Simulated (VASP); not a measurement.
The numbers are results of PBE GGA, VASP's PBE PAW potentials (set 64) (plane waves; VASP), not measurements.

Input for VASP

KPOINTS:
```
Regular mesh
0
G
8 8 8
```

**INCAR**
```
! general
SYSTEM  = Ni3Al
PREC    = Accurate
ENCUT   = 400
LREAL   = .FALSE.
LASPH   = .TRUE.

! electronic loop
EDIFF   = 1E-6
NELM    = 100
ALGO    = Normal
LMAXMIX = 4

! smearing
ISMEAR  = 1
SIGMA   = 0.1

! functional
GGA     = PE

! spin
ISPIN   = 2
MAGMOM  = 0.0 3*0.5
NUPDOWN = 2

! ions
ISIF    = 2

! output
LWAVE   = .FALSE.
LCHARG  = .FALSE.
LORBIT  = 10
```

File POSCAR:
```
Ni3Al
3.5017940
  1.0000000000   0.0000000000   0.0000000000
  0.0000000000   1.0011668305   0.0000000000
  0.0000000000   0.0000000000   1.0336684568
Al Ni
1 3
Cartesian
  0.0000000000   0.0000000000   0.0000000000
  0.0000000000   0.5005834152   0.5168342284
  0.5000000000   0.0000000000   0.5168342284
  0.5231620000   0.5005834152   0.0000000000
```

POTCAR, in this order: Al Ni (PBE.64 set). Program: vasp_std.

What VASP printed:

**OUTCAR**
```
 ion  position               nearest neighbor table
   1  0.000  0.000  0.000-   4 2.42   4 2.42   3 2.52   3 2.52   3 2.52   3 2.52   2 2.52   2 2.52
                             2 2.52   2 2.52   4 2.54   4 2.54
   2  0.000  0.500  0.500-   4 2.46   4 2.46   3 2.48   3 2.48   3 2.48   3 2.48   1 2.52   1 2.52
                             1 2.52   1 2.52   4 2.58   4 2.58
   3  0.500  0.000  0.500-   2 2.48   2 2.48   2 2.48   2 2.48   1 2.52   1 2.52   1 2.52   1 2.52
                             4 2.52   4 2.52   4 2.52   4 2.52
   4  0.523  0.500  0.000-   1 2.42   1 2.42   2 2.46   2 2.46   3 2.52   3 2.52   3 2.52   3 2.52
                             1 2.54   1 2.54   2 2.58   2 2.58
  LATTYP: Found a simple orthorhombic cell.
 ALAT       =     3.5017940000
 B/A-ratio  =     1.0011668305
 C/A-ratio  =     1.0336684568
 Subroutine PRICEL returns:
 Original cell was already a primitive cell.
 Subroutine GETGRP returns: Found  4 space group operations
The static configuration has the point symmetry C_2v.
The dynamic configuration has the point symmetry C_2v.
The overall configuration has the point symmetry C_2v.
 Subroutine INISYM returns: Found  4 space group operations
 Subroutine IBZKPT returns following result:
 Found    125 irreducible k-points:

 Following reciprocal coordinates:
            Coordinates               Weight
  0.000000  0.000000  0.000000      1.000000
  0.125000  0.000000  0.000000      2.000000
  0.250000  0.000000  0.000000      2.000000
  0.375000  0.000000  0.000000      2.000000
  0.500000  0.000000  0.000000      1.000000
  0.000000  0.125000  0.000000      2.000000
  0.125000  0.125000  0.000000      4.000000
  0.250000  0.125000  0.000000      4.000000
  0.375000  0.125000  0.000000      4.000000
  0.500000  0.125000  0.000000      2.000000
  0.000000  0.250000  0.000000      2.000000
  0.125000  0.250000  0.000000      4.000000
  0.250000  0.250000  0.000000      4.000000
  0.375000  0.250000  0.000000      4.000000
  0.500000  0.250000  0.000000      2.000000
...
```

### OSZICAR
```
       N       E                     dE             d eps       ncg     rms          rms(c)
DAV:   1     0.171618017080E+03    0.17162E+03   -0.12282E+04 10556   0.165E+03
DAV:   2    -0.173809134959E+02   -0.18900E+03   -0.18184E+03 10510   0.330E+02
DAV:   3    -0.255373736357E+02   -0.81565E+01   -0.77445E+01 11621   0.945E+01
DAV:   4    -0.256786084943E+02   -0.14123E+00   -0.14091E+00 12335   0.110E+01
DAV:   5    -0.256835182717E+02   -0.49098E-02   -0.49091E-02 12555   0.192E+00    0.203E+01
DAV:   6    -0.255375537354E+02    0.14596E+00   -0.68535E+01 11791   0.136E+02    0.197E+01
DAV:   7    -0.215641992464E+02    0.39734E+01   -0.17429E+01 11765   0.825E+01    0.689E+00
DAV:   8    -0.217437099400E+02   -0.17951E+00   -0.37752E+00 12215   0.579E+01    0.734E+00
DAV:   9    -0.214749177796E+02    0.26879E+00   -0.90471E-01 12995   0.276E+01    0.193E+00
DAV:  10    -0.214667459341E+02    0.81718E-02   -0.12340E-01 14053   0.769E+00    0.154E+00
DAV:  11    -0.214557169751E+02    0.11029E-01   -0.52992E-02 12704   0.765E+00    0.821E-01
DAV:  12    -0.214498184188E+02    0.58986E-02   -0.18280E-02 11990   0.283E+00    0.186E-01
DAV:  13    -0.214497239325E+02    0.94486E-04   -0.20897E-03 11860   0.552E-01    0.764E-02
DAV:  14    -0.214497078069E+02    0.16126E-04   -0.21023E-04 12350   0.256E-01    0.466E-02
DAV:  15    -0.214497084509E+02   -0.64399E-06   -0.13892E-05 12349   0.631E-02    0.244E-02
DAV:  16    -0.214497086781E+02   -0.22721E-06   -0.23459E-06  7552   0.384E-02
   1 F= -.21449709E+02 E0= -.21449570E+02  d E =-.415187E-03  mag=     2.0000
```

**OUTCAR**
```
------------------------ aborting loop because EDIFF is reached ----------------------------------------
  FORCE on cell =-STRESS in cart. coord.  units (eV):
  Direction    XX          YY          ZZ          XY          YZ          ZX
  --------------------------------------------------------------------------------------
  Total        2.1911885      2.2253319      1.4428642      0.0000000      0.0000000      0.0000000
  in kB       79.0006775     80.2316790     52.0207405      0.0000000      0.0000000      0.0000000
  external PRESSURE =      70.4176990 kB  Pullay stress =       0.0000000 kB
  volume of cell :       44.44
      direct lattice vectors                 reciprocal lattice vectors
     3.501794000  0.000000000  0.000000000     0.285567912  0.000000000  0.000000000
     0.000000000  3.505880000  0.000000000     0.000000000  0.285235091  0.000000000
     0.000000000  0.000000000  3.619694000     0.000000000  0.000000000  0.276266447
 POSITION                                       TOTAL-FORCE (eV/Angst)
 -----------------------------------------------------------------------------------
      0.00000      0.00000      0.00000         0.415528      0.000000      0.000000
      0.00000      1.75294      1.80985         0.325895      0.000000      0.000000
      1.75090      0.00000      1.80985         0.033646      0.000000      0.000000
      1.83201      1.75294      0.00000        -0.775068      0.000000      0.000000
 -----------------------------------------------------------------------------------
    total drift:                               -0.000041      0.000000      0.000010
  FREE ENERGIE OF THE ION-ELECTRON SYSTEM (eV)
  ---------------------------------------------------
  free  energy   TOTEN  =       -21.4497086781 eV

  energy  without entropy=      -21.4492934907  energy(sigma->0) =      -21.44957028

 total charge

# of ion       s       p       d       tot
------------------------------------------
    1        0.408   0.413   0.000   0.821
    2        0.506   0.545   8.349   9.400
    3        0.505   0.543   8.350   9.398
    4        0.509   0.545   8.362   9.416
--------------------------------------------------
tot          1.927   2.047  25.061  29.035

 magnetization (x)

# of ion       s       p       d       tot
------------------------------------------
    1        0.009   0.015   0.000   0.024
    2        0.004   0.023   0.616   0.644
    3        0.004   0.023   0.614   0.642
    4        0.008   0.021   0.600   0.629
--------------------------------------------------
tot          0.025   0.083   1.831   1.939
```
(Selected blocks of OUTCAR.)

The compound is Ni3Al in the L1_2 structure. The cell was not relaxed at this level, atoms are displaced from their ideal sites. The run is one of a series of settings (NUPDOWN = 2 against the base run), some of them coarse on purpose.
